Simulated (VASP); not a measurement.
Data:

```xyz
9
Lattice="4.8703 0.0000 0.0000 -2.4352 4.2178 0.0000 0.0000 0.0000 5.3806" Properties=species:S:1:pos:R:3 pbc="T T T"
Si    -1.1416     1.9773     1.7935
Si     1.2936     2.2405     0.0000
Si     2.2832     0.0000     3.5871
O     -1.0772     3.0851     2.9476
O      0.3020     1.7424     1.1541
O      0.7752     3.6082     4.7411
O      3.2104     0.6096     2.4330
O      1.3579     1.1327     4.2265
O      2.7372     2.4755     0.6395
```

These are PBEsol GGA, VASP's PBE PAW potentials (set 64) (plane waves; VASP) values and carry that method's errors. Settings: 400 eV cut-off, 6×6×5 Γ-centred mesh, Gaussian smearing of 0.010 eV, potentials Si O.

At this cut-off the stress carries a Pulay error, which pulls relaxed volumes low.

Task: What does the run give for the energy per atom (σ→0), pressure, largest force, band gap (on the k-mesh) with the smallest direct gap where there is one?

Result: 
| Item | Value |
|---|---|
| band gap (on the k-mesh) | 6.03 eV |
| smallest direct gap (on the k-mesh) | 6.36 eV |
| energy per atom (σ→0) | -8.221 eV/atom |
| pressure | 4.15 GPa |
| largest force | 0.540 eV/Å |

The structure comes from a computed database's SiO2 entry; how it stands against other phases isn't given here. The cell was not relaxed at this level.
